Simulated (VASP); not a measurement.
A run of VASP 6.6.1 is set up as follows.

Contents of INCAR:

```
SYSTEM = CsTaS2
  ALGO = Fast
  EDIFF = 1E-6
  EDIFFG = -0.02
  ENCUT = 600
  GGA = PS
  IBRION = 2
  ISIF = 3
  ISMEAR = -1
  LASPH = .TRUE.
  LCHARG = .FALSE.
  LREAL = .FALSE.
  LWAVE = .FALSE.
  NELM = 80
  NSW = 60
  PREC = Accurate
  SIGMA = 0.05
```

The input KPOINTS:

```
k-points
0
G
  7 7 3
  0 0 0
```

POSCAR

```
CsTaS2
1.0
    3.5423800000      0.0000000000      0.0000000000
   -1.7711900000      3.0677900000      0.0000000000
    0.0000000000      0.0000000000      8.2684800000
Cs Ta S
1 1 2
Direct
    0.0000000000      0.0000000000      0.5000000000
    0.3333300000      0.6666700000      0.0000000000
    0.6666700000      0.3333300000      0.1817700000
    0.6666700000      0.3333300000      0.8182300000
```

Potentials or basis: VASP PAW PBE potentials, release 64 (Cs_sv, Ta_pv, S).

The run is started by

```sh
$ cat potpaw_PBE.64/Cs_sv/POTCAR potpaw_PBE.64/Ta_pv/POTCAR potpaw_PBE.64/S/POTCAR > POTCAR
$ mpirun -np 1 vasp_std > vasp.out
```

What does it give for the relaxed volume?

21.50 Å³/atom.

Estimate the space group after relaxing (to 0.05 Å).

P-6m2 (No. 187).

Predict the band gap on the k mesh.

0.22 eV, indirect (least direct gap 0.84 eV).

The path:
```
step  energy change (eV)  largest force (eV/Å)  pressure (GPa)  volume (Å³)
   1              0.0000                0.2220           -3.65        89.86
   2              0.0059                0.7262            4.25        83.36
   3             -0.0396                0.2112           -0.14        86.62
   4             -0.0428                0.0756           -0.06        86.25
   5             -0.0431                0.0300           -0.04        86.11
   6             -0.0431                0.0247           -0.05        86.10
   7             -0.0434                0.0189            0.04        85.99
```

Caveat: the PAW data sets were made with another functional, which shifts forces and pressure a little; spin-orbit coupling is left out, which moves the levels of the heavy elements; an odd mesh through Γ misses points on the zone boundary, where band edges often lie.
